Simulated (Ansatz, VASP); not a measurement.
# Co (Cobalt): VASP beside Ansatz

One calculation is typed for both programs; each brings its own data sets. How far apart do they land? Of the first pair: The cell is taken from a series of runs on this material, whose earlier steps may have relaxed, scaled, displaced or heated it; both programs get it as it stands.

Calculated with Ansatz 0.2.0; plane waves, with VASP 6.6.1 beside it; relaxation of cell and atoms at PBE.

### 1. Starting point

Symmetry: P6_3/mmc, No. 194, hexagonal system. The conventional cell has a = 2.495 Å, b = 2.495 Å, c = 4.035 Å, α = 90.00°, β = 90.00°, γ = 120.00°. Nearest to Co lie 12 Co at 2.48 to 2.49 Å.

Structure file:

```cif
data_structure
_symmetry_space_group_name_H-M 'P 1'
_symmetry_Int_Tables_number 1
_cell_length_a 2.4946
_cell_length_b 2.4946
_cell_length_c 4.0346
_cell_angle_alpha 90.000
_cell_angle_beta 90.000
_cell_angle_gamma 120.000
_cell_volume 21.74
loop_
_atom_site_label
_atom_site_type_symbol
_atom_site_fract_x
_atom_site_fract_y
_atom_site_fract_z
_atom_site_occupancy
Co1 Co 0.33333 0.66667 0.25000 1
Co2 Co 0.66667 0.33333 0.75000 1
```

### 2. Ansatz: relaxation of cell and atoms, PBE, pair 1

Ansatz runs on its PAW soft_1 files.

The relaxed volume is the usual yardstick between codes: in a stiff, nearly cubic crystal its relative difference is about their pressure difference at one cell divided by the bulk modulus.

The input, input.yaml:

```yaml
crystal:
  lattice:
    - [2.4946231107, 0.0, 0.0]
    - [-1.2473115553, 2.1604069867, 0.0]
    - [0.0, 0.0, 4.0346189401]
  atoms:
    - { symbol: Co, position: [0.3333333333, 0.6666666667, 0.25], spin: 1.88 }
    - { symbol: Co, position: [0.6666666667, 0.3333333333, 0.75], spin: 1.88 }
kpoints:
  mp_grid: { grid: [15, 15, 8] }
hamiltonian:
  xc: pbe
  pseudopotentials: { kind: paw, azcp: { folder: soft_1 } }
scf:
  occupations: { method: gaussian, width: 0.15 }
output:
  forces: true
  stress: true
  eigenvalues: true
  populations: true
magnetization:
  spin_polarized: true
relax:
  adjacent_minimum: "off"
  f_tol: 0.001
  max_steps: 60
  cell: { stress_tol: 0.01 }
```

On the command line:

```bash
ansatz run input.yaml --threads 16 --pin off --max-ram 92160MiB --backend cuda --events-out ev --progress --plain --runs-dir out --max-vram 78GiB
```

Numbers of over 12 decimals in the logs are rounded to 6 here.

Log:

```text
Engine: ansatz 0.2.0, aarch64-unknown-linux-gnu
Pseudopotentials: kind: paw
Pseudopotential: Co, paw, valence charge 17, recommended cutoff 420 eV (normal), soft_1/Co.paw.azcp
Functional definition: PBE
  parameter kappa = 0.804
  parameter beta = 0.066725
  exchange = pbe_x(kappa = kappa, mu = beta*pi^2/3)
  correlation = pbe_c(beta = beta)
[...]
Crystal: 2 atoms, lattice volume = 21.744 Å³
Basis set: ecut = 420 eV, 403 PW (Γ), exchange–correlation on 36×36×54 points (8 copies of the dense FFT grid, shifted against one another)
Bands: 23, of which v1, the nominal top of the filled ones, is band 17 counted from 1 (16 counted from 0)
Symmetry: 24 space group operations
Space group: P63/mmc (ITA 194), of the structure as read, at distance tolerance 2.8e-5 Å
Magnetic group: BNS 194.263 (UNI 1493), of the structure as read, at distance tolerance 2.8e-5 Å
k-points: 135 of 1800
Non-local potential: Co, projectors of the file, l = 0: 3, l = 1: 2, l = 2: 3, l = 3: 1
PAW form: soft (Blöchl's): semilocal exchange-correlation on the pseudo side does not see the compensation charge
PAW one-centre angular grid: Co, 590 points (default); XC on 64 Gauss nodes
Initial density: superposition of atomic densities (chi_scale 0.1, normalization cell)
Starting moments: Σ|m| = 3.76 μB on 2 of 2 sites
Initial wavefunctions: pseudopotential atomic-orbital guess
[...]
Functional: x = pbe(κ = 0.804, μ = 0.219515), c = pbe(β = 0.066725)
SCF iter   1: F=—  HF=-10251.662147 eV  |F-HF|=—  |Δ(HF+E_count)|=         —  Δρ=7.76e-2 (↑2.98e-2 ↓7.76e-2)  dr2=1.70e0  dr2_m=1.32e-1  M=3.466 μB ∫|m|=3.616 μB  β_m=0.30  ethr=3.10e-3  ⟨swp⟩=4.8  Hψ=23830  notcnv=0
Mixer restart at iter 1: flushing history
preconditioner: auto → none  [metal: Δε(μ)=0.006 eV  Ē_g=9.126 eV  σ=0.150 eV  W_gap=0.02  n_scr=8 (ndim 8)  ℏωp=33.8 eV  f_vac=0.000  D(μ)=1.69/eV (n_scr^D=22)  sad-step TF]
SCF iter   2: F=—  HF=-10250.964852 eV  |F-HF|=—  |Δ(HF+E_count)|=   6.97e-1  Δρ=2.54e-2 (↑2.52e-2 ↓2.54e-2)  dr2=6.85e-2  dr2_m=9.64e-2  M=3.446 μB ∫|m|=3.643 μB  β_m=0.33  ethr=3.10e-3  ⟨swp⟩=2.9  Hψ=11843  notcnv=0  defer=134
SCF iter   3: F=—  HF=-10251.456280 eV  |F-HF|=—  |Δ(HF+E_count)|=         —  Δρ=2.42e-2 (↑2.42e-2 ↓9.84e-3)  dr2=5.59e-2  dr2_m=2.63e-2  M=3.357 μB ∫|m|=3.593 μB  β_m=0.33  ethr=2.02e-4  ⟨swp⟩=1.8  Hψ=8375  notcnv=0  defer=134
Mixer restart at iter 3: flushing history
SCF iter   4: F=—  HF=-10251.829980 eV  |F-HF|=—  |Δ(HF+E_count)|=   3.74e-1  Δρ=1.52e-2 (↑1.52e-2 ↓6.61e-3)  dr2=2.36e-2  dr2_m=1.13e-2  M=3.327 μB ∫|m|=3.590 μB  β_m=0.64  ethr=1.64e-4  ⟨swp⟩=2.1  Hψ=10037  notcnv=0  defer=134
[...]
SCF iter  11: F=-10252.328074 eV  HF=-10252.328074 eV  |F-HF|=1.49e-9  |Δ(HF+E_count)|=   2.37e-8  Δρ=2.20e-6 (↑1.54e-6 ↓2.20e-6)  dr2=1.63e-9  dr2_m=2.83e-11  M=3.257 μB ∫|m|=3.583 μB  ethr=1.77e-10  ⟨swp⟩=4.9  Hψ=29520  notcnv=0
SCF 1 converged in 11 iterations: F = -10252.328074 eV  dr2 = 1.63e-9
  greatest PAW one-centre occupation: 1.001 electrons in one spin orbital (limit 2), on the Co atom at site 1 (counted from 0), in its partial waves of l = 1
relax step   1: F+E_penalty+E_count = -10252.32807415 eV  Δ(F+E_penalty+E_count) = +0.000e0 eV  max|allowed force component| = 1.850e-17 eV/Å  Δτ_max = 0.0000 Å  P = +0.030 GPa  Ω = 21.744 Å³  (11 SCF iters, dr2 threshold 1.00e-7 eV, accepted)
[...]
relax step   2: F+E_penalty+E_count = -10252.32807269 eV  Δ(F+E_penalty+E_count) = +1.457e-6 eV  max|allowed force component| = 4.626e-17 eV/Å  Δτ_max = 0.0000 Å  P = +0.015 GPa  Ω = 21.746 Å³  energy of the carried Pulay correction = -1.935e-6 eV  (5 SCF iters, dr2 threshold 9.89e-9 eV, accepted)
[...]
relax step   3: F+E_penalty+E_count = -10252.32807092 eV  Δ(F+E_penalty+E_count) = +1.770e-6 eV  max|allowed force component| = 6.014e-17 eV/Å  Δτ_max = 0.0000 Å  P = -0.000 GPa  Ω = 21.747 Å³  energy of the carried Pulay correction = -3.911e-6 eV  (5 SCF iters, dr2 threshold 2.98e-9 eV, accepted)
[...]
relax step   4: F+E_penalty+E_count = -10252.32807531 eV  Δ(F+E_penalty+E_count) = -4.392e-6 eV  max|allowed force component| = 6.476e-17 eV/Å  Δτ_max = 0.0000 Å  P = -0.001 GPa  Ω = 21.747 Å³  stress off target by 9.34e-4 GPa  SCF on the basis re-selected at this cell (its energy is not comparable with the rows above)  (8 SCF iters)
basis re-selected at this cell: Δ(F+E_penalty+E_count) = -4.392e-6 eV, ΔP = -0.000 GPa vs the last step (what re-selecting the basis moved, of the pressure what is left beyond the Pulay correction that the steps carried, after the strain that the cell walked since its last selection, with what the two solves' SCF thresholds leave and, on support functions, any second-order correction that the steps lacked; it is no m [...]
SCF converged after 8 iterations
Magnetization: 3.2576 μB (18.6288 up, 15.3712 down)
Absolute magnetization: 3.5869 μB (∫|ρ↑−ρ↓|, with the PAW one-centre terms)
Spin contamination: 0.0568 ħ² per cell (⟨S²⟩ above its minimum at these occupations)
Per-site moments (μB) at R_I (Å): [(1.703833, 1.022570), (1.703833, 1.022570)]
Free energy (F): -10252.328075 eV
Harris-Foulkes:  -10252.328075 eV  (|F-HF|=0.00e0)
Internal energy: -10252.309411 eV  (E = F + TS)
E sigma→0 (E₀):  -10252.318743 eV
Entropy (-TS):   -0.018664 eV (-9.332 meV/atom)
Fermi energy:    18.643833 eV
--- Per-component energies (eV) ---
  E_band       = -489.324615
  E_kinetic    = 583.392517
  E_local      = -5307.725784  (includes V_loc(G=0)·N_el)
  E_nonlocal   = 868.441553
  E_hartree    = 2355.763460
  E_xc         = -184.491563
  E_vxc        = -237.463041  (∫ρ·V_xc dr)
  E_paw        = -3142.613916  (= ΣΔE_a)
  E_vpaw       = -1107.496732  (= ΣTr[D̂ρ^β])
  E_aug_tail   = -0.000017  (compensation charges beyond the density's cutoff)
  E_ewald      = -5425.075660
  E_smearing   = -0.018664  (= −TS)
  E_closure    = -0.000000  (closes the sum)
  Σ components = -10252.328075   (vs F -10252.328075, Δ=0.00e0)
--- Forces (eV/Å), atoms counted from 1 ---
  atom   1  Co     0.00000000     0.00000000     0.00000000
  atom   2  Co    -0.00000000    -0.00000000     0.00000000
  max |Σ_I F_I| component: 0.00e0 eV/Å
--- Stress (GPa, compression-positive) ---
       -0.000512      -0.000000       0.000000
       -0.000000      -0.000512      -0.000000
        0.000000      -0.000000      -0.000934
  P = ⅓ Tr σ = -0.0007 GPa (-0.007 kbar)
--- Band table (eV; the first three rows and the last of 270) ---
  k-point 0 ↑: bands = [... 13 lower, 16.3546, 16.3546, 16.7015, 16.7015, 17.8087, 17.8087, 18.4763, 24.9203, ... 2 higher]
  k-point 1 ↑: bands = [... 13 lower, 16.3115, 16.3115, 16.7998, 16.7998, 17.8004, 17.8004, 17.8686, 25.8419, ... 2 higher]
  k-point 2 ↑: bands = [... 13 lower, 16.2033, 16.2033, 16.7544, 17.0206, 17.0206, 17.7607, 17.7607, 27.9629, ... 2 higher]
  k-point 134 ↓: bands = [... 13 lower, 16.8973, 18.4866, 18.4866, 19.7565, 19.7565, 24.9362, 24.9362, 26.6307, ... 2 higher]
--- Relaxed structure (3 steps of the walk, 3 accepted, 1 SCFs on fresh bases) ---
  F+E_penalty+E_count = -10252.32807531 eV   max|allowed force component| = 6.476e-17 eV/Å   (the final SCF, on the basis selected at the relaxed cell)
  cell:  # Å, volume = 21.7474 Å³
    - [2.494601, -2.886729420443199e-11, 0]
    - [-1.247300, 2.160387, 0]
    - [0, 0, 4.035286]
  atoms:
    - { symbol: Co, position: [0.333333, 0.666667, 0.25] }
    - { symbol: Co, position: [0.666667, 0.333333, 0.75] }
--- Löwdin populations: 2 sites ---
  site symbol       q [e]    m [muB]
     0     Co     16.7795     1.6949
     1     Co     16.7795     1.6949
  spilling = 0.012973 (of n_electrons = 34.000000)
```

Reading the cycles: dr2 is the Hartree energy of the density residual (eV), the measure of convergence; HF is the Harris–Foulkes estimate of the energy, which meets the free energy F at convergence.

(Continued in part 2 of 2.)

[Lines on the potential files, build, host, timing and source positions are cut from VASP's logs without a mark.]

[Logs are printed without paths, hosts, clocks, repeated set-up lines and the standing remarks that a program may print on its own settings, such as how far it seeks lower states.]

[Hosts, paths, dates, database ids (printed as entryN), source tags and the programs' standing remarks are cut or masked in the printed files.]
